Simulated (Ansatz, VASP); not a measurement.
**Cross-check of ReS2 (ReS2 monolayer (from P-1)) between VASP and Ansatz**

Wanted: the spread between two codes on one cell, functional and k mesh. Of the first pair: The structure shown is the start of the Ansatz relaxation below; VASP solves that cell, so the two are compared at the walk's first step.

Program: Ansatz 0.2.0. Level of theory: plane waves, with VASP 6.6.1 beside it; single point at PBEsol. Results are calculated unless marked as measured.

**1. The starting structure**

The cell holds 12 atoms: 4 Re and 8 S. Cell: a = 6.503 Å, b = 6.400 Å, c = 30.748 Å, α = 90.0°, β = 90.0°, γ = 118.9°. Vacuum lies along c. The height across the vacuum is the one that the program set for its solve, not the one typed.

**2. Ansatz: relaxation, PBEsol**

Ansatz runs on its default PAW (the set named soft_2) files.

The two programs are compared at the cell with which this relaxation starts, whose forces are those of its first step.

File input.yaml:

```yaml
crystal:
  lattice:
    - [6.503301, 0.0, 0.0]
    - [-3.092483, 5.602696, 0.0]
    - [0.0, 0.0, 27.474152]
  atoms:
    - { symbol: Re, position: [0.0, 0.0, 0.4982485] }
    - { symbol: Re, position: [0.375957, 0.8767373, 0.5017269] }
    - { symbol: Re, position: [0.9747535, 0.4268633, 0.4995333] }
    - { symbol: Re, position: [0.4012023, 0.4498683, 0.5004403] }
    - { symbol: S, position: [0.5923179, 0.2553675, 0.456875] }
    - { symbol: S, position: [0.6208285, 0.7909729, 0.4508607] }
    - { symbol: S, position: [0.7550641, 0.0857218, 0.5491285] }
    - { symbol: S, position: [0.291657, 0.120858, 0.5566889] }
    - { symbol: S, position: [0.7836173, 0.6213516, 0.5431039] }
    - { symbol: S, position: [0.1274601, 0.2916393, 0.4367742] }
    - { symbol: S, position: [0.2484437, 0.5851185, 0.5632258] }
    - { symbol: S, position: [0.0842409, 0.7559072, 0.4433164] }
  periodic: [true, true, false]
basis:
  ecutwfc: 420
  xc_grid: 2
hamiltonian:
  xc: pbesol
kpoints:
  mp_grid: { grid: [6, 6, 1] }
scf:
  occupations: { method: fermi_dirac, width: 0.02 }
  max_iter: 100
relax:
  f_tol: 0.005
  max_steps: 60
  cell: {}
output:
  forces: true
checkpoint:
  write: "../cell.run"
  compress: false
  write_wavefunctions: false
  write_every: 100000
```

The run is started by

```
ansatz run input.yaml --threads 4 --pin off --max-ram 10362MiB --backend cpu --events-out ev --progress --plain --runs-dir out
```

Numbers of over 12 decimals in the logs are rounded to 6 here.

What it wrote:

```text
Warning: crystal.periodic: the lattice vector that does not repeat stood 0.000° off the slab's normal, 27.474 Å along it as the deck builds it. The run solves the slab on a vector along the normal, 30.748 Å long, with every atom where it was (on the deck's vector they left 24.00 Å outside them, and the widest stretch free of ions among them is 1.14 Å). A fractional position that the run reports is one of the run's ce [...]
crystal.periodic: the lattice vector that does not repeat stood 0.000° off the slab's normal, 27.474 Å along it as the deck builds it. The run solves the slab on a vector along the normal, 30.748 Å long, with every atom where it was (on the deck's vector they left 24.00 Å outside them, and the widest stretch free of ions among them is 1.14 Å). A fractional position that the run reports is one of the run's cell, which [...]
Engine: ansatz 0.2.0, aarch64-unknown-linux-gnu
Pseudopotentials: kind: paw
Pseudopotential: Re, paw, valence charge 15, recommended cutoff 420 eV (normal), Re.paw.azcp
Pseudopotential: S, paw, valence charge 6, recommended cutoff 420 eV (normal), S.paw.azcp
Functional definition: PBEsol
  exchange = pbesol_x
  correlation = pbesol_c
Crystal: 12 atoms, lattice volume = 1120.346 Å³
Basis set: ecut = 420 eV, 21871 PW (Γ), exchange–correlation on 90×90×432 points (8 copies of the dense FFT grid, shifted against one another)
Bands: 66, of which v1, the nominal top of the filled ones, is band 54 counted from 1 (53 counted from 0)
Symmetry: 1 space group operations
Space group: P1 (ITA 1), of the structure as read, at distance tolerance 1.0e-4 Å
k-points: 20 of 36 (time reversal used)
Non-local potential: Re, projectors of the file, l = 0: 3, l = 1: 2, l = 2: 2, l = 3: 1
Non-local potential: S, projectors of the file, l = 0: 2, l = 1: 2, l = 2: 2
[...]
Crystal: 12 atoms, lattice volume = 1097.314 Å³
iter 1 solved again at ethr=1.12e-7 eV; its pass at ethr=3.10e-3 eV (dr2=1.21e-4 eV) is discarded
SCF iter   1: F=—  HF=-50035.797961 eV  |F-HF|=—  |Δ(HF+E_count)|=         —  Δρ=1.52e-4  dr2=1.20e-4  ethr=1.12e-7  ⟨swp⟩=5.2  Hψ=7723  notcnv=0
preconditioner: auto → Resta (q_TF=auto, 1.854 Å⁻¹)  ε∞=2.4  [insulator: Δε(μ)=1.470 eV  Ē_g=8.149 eV  σ=0.020 eV  W_gap=1.00  n_scr=108 (ndim 8)  ℏωp=9.8 eV  f_vac=0.778  D(μ)=0.00/eV (n_scr^D=0)  ε∞_Penn≈2.4  vacuum switching on, ρ_ref=4.8e-3 e/Å³]
SCF iter   2: F=—  HF=-50035.797932 eV  |F-HF|=—  |Δ(HF+E_count)|=   2.91e-5  Δρ=7.36e-5  dr2=3.16e-5  ethr=1.11e-7  ⟨swp⟩=2.1  Hψ=2195  notcnv=0
SCF iter   3: F=—  HF=-50035.797968 eV  |F-HF|=—  |Δ(HF+E_count)|=   3.56e-5  Δρ=5.49e-5  dr2=7.65e-5  ethr=2.92e-8  ⟨swp⟩=4.0  Hψ=3718  notcnv=0
SCF iter   4: F=—  HF=-50035.797959 eV  |F-HF|=—  |Δ(HF+E_count)|=   8.19e-6  Δρ=1.69e-5  dr2=7.22e-6  ethr=2.92e-8  ⟨swp⟩=2.0  Hψ=1922  notcnv=0
SCF iter   5: F=—  HF=-50035.797958 eV  |F-HF|=—  |Δ(HF+E_count)|=   1.00e-6  Δρ=3.93e-6  dr2=1.97e-7  ethr=6.68e-9  ⟨swp⟩=3.5  Hψ=2511  notcnv=0
SCF iter   6: F=-50035.797958 eV  HF=-50035.797958 eV  |F-HF|=3.14e-8  |Δ(HF+E_count)|=   3.89e-9  Δρ=1.99e-6  dr2=5.34e-8  ethr=6.42e-11  ⟨swp⟩=7.2  Hψ=6750  notcnv=0
SCF 5 converged in 6 iterations: F = -50035.797958 eV  dr2 = 5.34e-8
relax step   5: F+E_penalty+E_count = -50035.79795830 eV  Δ(F+E_penalty+E_count) = -2.538e-4 eV  max|allowed force component| = 6.106e-3 eV/Å  Δτ_max = 0.0039 Å  P = -0.006 N/m  Ω = 1097.314 Å³  energy of the carried Pulay correction = +1.258e-3 eV  fix = [c, alpha, beta]  reactions: c -0.000 N/m; alpha +0.000, beta -0.000 N/m/rad  (6 SCF iters, dr2 threshold 6.93e-8 eV, accepted)
[...]
relax step   6: F+E_penalty+E_count = -50035.79797020 eV  Δ(F+E_penalty+E_count) = -1.190e-5 eV  max|allowed force component| = 1.762e-3 eV/Å  Δτ_max = 0.0005 Å  P = +0.002 N/m  Ω = 1097.208 Å³  energy of the carried Pulay correction = +1.264e-3 eV  fix = [c, alpha, beta]  reactions: c -0.000 N/m; alpha -0.000, beta +0.000 N/m/rad  (6 SCF iters, dr2 threshold 2.33e-9 eV, accepted)
[...]
relax step   7: F+E_penalty+E_count = -50035.79675087 eV  Δ(F+E_penalty+E_count) = +1.219e-3 eV  max|allowed force component| = 1.777e-3 eV/Å  Δτ_max = 0.0000 Å  P = +0.001 N/m  Ω = 1097.208 Å³  fix = [c, alpha, beta]  reactions: c +0.000 N/m; alpha -0.000, beta +0.000 N/m/rad  stress off target by 1.24e-3 N/m on what of the cell is left free  SCF on the basis re-selected at this cell (its energy is not comparable with the rows above)  (8 SCF iters)
basis re-selected at this cell: Δ(F+E_penalty+E_count) = +1.219e-3 eV, ΔP = -0.001 N/m vs the last step (what re-selecting the basis moved, of the pressure what is left beyond the Pulay correction that the steps carried, after the strain that the cell walked since its last selection, with what the two solves' SCF thresholds leave and, on support functions, any second-order correction that the steps lacked; it is no m [...]
SCF converged after 8 iterations
Free energy (F): -50035.796751 eV
Harris-Foulkes:  -50035.796751 eV  (|F-HF|=5.82e-11)
Internal energy: -50035.796751 eV  (E = F + TS)
E sigma→0 (E₀):  -50035.796751 eV
Fermi energy:    -5.069645 eV
--- Per-component energies (eV) ---
  E_band       = -2676.106881
  E_kinetic    = 3026.429646
  E_local      = -195528.281386  (includes V_loc(G=0)·N_el)
  E_nonlocal   = 433.955493
  E_hartree    = 95964.896322
  E_xc         = -2375.477526
  E_vxc        = -1917.129325  (∫ρ·V_xc dr)
  E_paw        = -38796.900378  (= ΣΔE_a)
  E_vpaw       = -620.873227  (= ΣTr[D̂ρ^β])
  E_aug_tail   = -0.000283  (compensation charges beyond the density's cutoff)
  E_ewald      = 87238.152720
  E_core_change = 1.428641  (= ΣΔE_core)
  E_smearing   = -0.000000  (= −TS)
  E_closure    = -0.000000  (closes the sum)
  Σ components = -50035.796751   (vs F -50035.796751, Δ=0.00e0)
--- Forces (eV/Å), atoms counted from 1 ---
  atom   1  Re     0.00119922    -0.00142657    -0.00044845
  atom   2  Re    -0.00124973     0.00141852     0.00043558
  atom   3  Re     0.00051970     0.00177657    -0.00013354
  atom   4  Re    -0.00056636    -0.00177559     0.00013005
  atom   5  S     -0.00013559    -0.00031501     0.00024072
  atom   6  S     -0.00010903     0.00018431    -0.00010513
  atom   7  S      0.00012819    -0.00017600     0.00011719
  atom   8  S      0.00073286     0.00095387     0.00036012
  atom   9  S      0.00015251     0.00031514    -0.00023386
  atom  10  S     -0.00031742     0.00063743    -0.00038227
  atom  11  S      0.00035052    -0.00063620     0.00037500
  atom  12  S     -0.00070516    -0.00095589    -0.00035615
  max |Σ_I F_I| component: 7.46e-7 eV/Å
--- 2D stress c σ (N/m, compression-positive) ---
        0.000548       0.000485      -0.000000
        0.000485       0.000901      -0.000000
       -0.000000      -0.000000       0.000000
  P = ½ c Tr σ = 0.0007 N/m
--- Relaxed structure (6 steps of the walk, 6 accepted, 1 SCFs on fresh bases) ---
  F+E_penalty+E_count = -50035.79675087 eV   max|allowed force component| = 1.777e-3 eV/Å   (the final SCF, on the basis selected at the relaxed cell)
  cell:  # Å, volume = 1097.2078 Å³
    - [6.432911, 0.00742303, 0]
    - [-3.052616, 5.543504, 0]
    - [0, 0, 30.748301]
  atoms:
    - { symbol: Re, position: [0.000611333, -0.000242037, 0.444934] }
    - { symbol: Re, position: [0.375313, 0.876976, 0.448572] }
    - { symbol: Re, position: [0.973721, 0.426484, 0.446277] }
    - { symbol: Re, position: [0.402203, 0.450250, 0.447229] }
    - { symbol: S, position: [0.591932, 0.254548, 0.408487] }
    - { symbol: S, position: [0.623193, 0.793165, 0.403025] }
    - { symbol: S, position: [0.752730, 0.083570, 0.490481] }
    - { symbol: S, position: [0.292535, 0.122248, 0.497628] }
    - { symbol: S, position: [0.783992, 0.622187, 0.485020] }
    - { symbol: S, position: [0.129806, 0.293745, 0.390101] }
    - { symbol: S, position: [0.246118, 0.582990, 0.503406] }
    - { symbol: S, position: [0.083389, 0.754486, 0.395878] }
```

[end of part 1 of 3]

[Lines on the potential files, build, host, timing and source positions are cut from VASP's logs without a mark.]

[Logs are printed without paths, hosts, clocks, repeated set-up lines and the standing remarks that a program may print on its own settings, such as how far it seeks lower states.]

[Hosts, paths, dates, database ids (printed as entryN), source tags and the programs' standing remarks are cut or masked in the printed files.]
